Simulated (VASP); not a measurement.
All values below come from PBEsol GGA, VASP's PBE PAW potentials (set 64) (plane waves; VASP 6.6.1).

VASP ran on this input.

**KPOINTS**
```
Automatic mesh
0
G
14 14 14
```

**INCAR**
```
SYSTEM = Pm
PREC = Accurate
ENCUT = 400
EDIFF = 1E-7
NELM = 100
ALGO = Normal
LREAL = .FALSE.
LASPH = .TRUE.
ISMEAR = -5
GGA = PS
LMAXMIX = 6
LWAVE = .FALSE.
LCHARG = .TRUE.
LORBIT = 11
NEDOS = 601
ISIF = 2
```

File POSCAR:
```
Pm
1
    0.0000000000     2.5314295988     2.5314295988
    2.5314295988    -0.0000000000     2.5314295988
    2.5314295988     2.5314295988     0.0000000000
Pm
1
Direct
  0.0000000000   0.0000000000   1.0000000000
```

POTCAR, in this order: Pm_3 (PBE.64 set). Program: vasp_std.

The 4f electrons are frozen in the core of the lanthanide potential, so 4f levels, which can set the real gap, and their magnetism are missing.

Task: What does the run give for the energy per atom (σ→0), band gap (on the k-mesh)?

Result: 
- energy per atom (σ→0): -5.129 eV/atom
- band gap (on the k-mesh): none (metal, semimetal or under 0.01 eV)

**OSZICAR**
```
...
DAV:   6    -0.512928847160E+01    0.87066E-02   -0.18131E-02  1987   0.110E+00    0.108E+01
DAV:   7    -0.512923432931E+01    0.54142E-04   -0.24734E-02  1970   0.126E+00    0.222E-01
DAV:   8    -0.512876163565E+01    0.47269E-03   -0.19390E-03  1976   0.377E-01    0.224E-02
DAV:   9    -0.512876412699E+01   -0.24913E-05   -0.21561E-05  2296   0.470E-02    0.629E-03
DAV:  10    -0.512876311887E+01    0.10081E-05   -0.95242E-07  2041   0.849E-03    0.561E-03
DAV:  11    -0.512876347520E+01   -0.35634E-06   -0.16286E-07  1390   0.359E-03    0.490E-04
DAV:  12    -0.512876350730E+01   -0.32094E-07   -0.11211E-08  1050   0.113E-03
   1 F= -.51287635E+01 E0= -.51287635E+01  d E =0.000000E+00
```

The structure was generated: Pm was put into the fcc type (Fm-3m), which need not be its known phase. It was relaxed first.
